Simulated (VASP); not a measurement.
Write the native input for VASP 6.6.1 that does the following.

* Task: relaxation of cell and atoms
* Functional: PBE
* Potentials or basis: VASP PAW PBE potentials, release 64 (Al, N)
* Cutoff: 520 eV
* k mesh: 3 × 3 × 1
* Occupations: gaussian, width 0.02 eV
* Spin: no spin polarisation
* Further INCAR settings: ALGO = Fast; EDIFF = 1e-07; IBRION = 2; EDIFFG = -0.002; NSW = 80; ISIF = 3

The structure of AlN lies in POSCAR:

```
AlN
1.0
    3.1130000000      0.0000000000      0.0000000000
   -1.5565000000      2.6959370800      0.0000000000
    0.0000000000      0.0000000000      4.9810000000
Al N
2 2
Direct
    0.3333333300      0.6666666700      0.0000000000
    0.6666666700      0.3333333300      0.5000000000
    0.3333333300      0.6666666700      0.3800000000
    0.6666666700      0.3333333300      0.8800000000
```

The input as run:

INCAR

```
SYSTEM = AlN
  PREC = Accurate
  ENCUT = 520
  EDIFF = 1E-7
  ISMEAR = 0
  SIGMA = 0.02
  LREAL = .FALSE.
  LASPH = .TRUE.
  NELM = 100
  ALGO = Fast
  ISIF = 3
  LWAVE = .FALSE.
  LCHARG = .FALSE.
  GGA = PE
  IBRION = 2
  NSW = 80
  EDIFFG = -0.002
```

KPOINTS

```
Automatic mesh
0
G
  3 3 1
  0 0 0
```

Potentials or basis: VASP PAW PBE potentials, release 64 (Al, N).

The run is started by

```bash
$ cat potpaw_PBE.64/Al/POTCAR potpaw_PBE.64/N/POTCAR > POTCAR
$ mpirun -np 4 vasp_std > vasp.out
```

It gave:

```yaml
Relaxed_volume: 10.61 Å³/atom
Relaxed_cell: a = 3.152 Å, b = 3.152 Å, c = 4.934 Å, α = 90.00°, β = 90.00°, γ = 120.00°
Space_group_after_relaxing_to_0.05_Å: P6_3mc (No. 186)
Energy_gained_by_relaxing: 5.8 meV/atom
Ionic_steps: 7
Pressure_after_relaxing: 0.0 GPa
Band_gap_on_the_k_mesh: 3.92 eV, direct
```

Caveat: the k mesh is coarse (spacing up to 1.26 Å⁻¹), so the values aren't converged.

Run time: 4.2 s on 4 MPI ranks on Intel(R) Xeon(R) Platinum 8488C (Sapphire Rapids), on a shared host, peak memory 0.11 GiB a rank.
